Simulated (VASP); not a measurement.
# RhN (relaxed from the wurtzite structure, space group P6_3mc): computed properties

The numbers are results of PBEsol GGA, VASP's PBE PAW potentials (set 64) (plane waves; VASP), not measurements.

- space group = P6_3mc (186)
- cell = a = b = 3.0659 Å, c = 5.7484 Å, α = β = 90.00°, γ = 120.00°
- volume per atom = 11.70 Å³/atom
- band gap (over mesh and band path) = none (metal, semimetal or under 0.01 eV)
- density = 8.30 g/cm³

```cif
data_N2Rh2
_chemical_formula_sum 'Rh2 N2'
_space_group_name_H-M_alt 'P 1'
_space_group_IT_number 1
_cell_length_a 3.06592
_cell_length_b 3.06592
_cell_length_c 5.74842
_cell_angle_alpha 90.000
_cell_angle_beta 90.000
_cell_angle_gamma 120.000
loop_
_space_group_symop_operation_xyz
  'x, y, z'
loop_
_atom_site_label
_atom_site_type_symbol
_atom_site_fract_x
_atom_site_fract_y
_atom_site_fract_z
_atom_site_occupancy
Rh1 Rh 0.33333 0.66667 0.00871 1
Rh2 Rh 0.66667 0.33333 0.50871 1
N1 N 0.33333 0.66667 0.36629 1
N2 N 0.66667 0.33333 0.86629 1
```

The structure was generated: RhN was put into the wurtzite type (P6_3mc), which need not be its known phase. It was relaxed first, which changed the volume by -21 %. Symmetry was kept, so distortions that lower it aren't found.
